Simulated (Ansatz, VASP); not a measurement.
**CsAgAs in VASP and in Ansatz**

```
Cs Ag As
1.0
     4.72361    0.00000    0.00000
    -2.36180    4.09077    0.00000
     0.00000    0.00000    4.71865
Cs Ag As
1 1 1
Direct
  0.66667 0.33333 0.50000
  0.00000 0.00000 0.00000
  0.33333 0.66667 0.00000
```

Change from the starting cell: species swapped into the PrNiAs type (P-6m2, No. 187).

Alike in both runs: task relaxation of cell and atoms; functional PBE; k mesh 12 × 12 × 10; occupations gaussian, width 0.1 eV; no spin polarisation.

```csv
,VASP,Ansatz
version,VASP 6.6.1,Ansatz 0.2.0
potentials or method,"VASP PAW PBE potentials, release 64 (Cs_sv, Ag, As)","scalar-relativistic, plane waves, PAW"
plane-wave cutoff (eV),600,420
valence electrons in the cell,25,43
```

Ansatz gave:

```
gap on the k mesh at the Fermi level, each at its own relaxed structure (eV) : none
relaxed volume (Å³/atom)                                                     : 33.73
relaxed cell length with the largest relative difference (Å)                 : 5.894
energy change over the relaxation (meV/atom)                                 : -159
```

Task: Which values does VASP return?

Result: gap on the k mesh at the Fermi level, each at its own relaxed structure (eV): none; relaxed volume (Å³/atom): 33.78; relaxed cell length with the largest relative difference (Å): 5.900; energy change over the relaxation (meV/atom): -159.

A gap of «none» marks a metal or a gap that the smearing closes. The two sets of potentials don't hold the same shells in valence.

Spin-orbit coupling is left out, which matters for the levels of Cs.
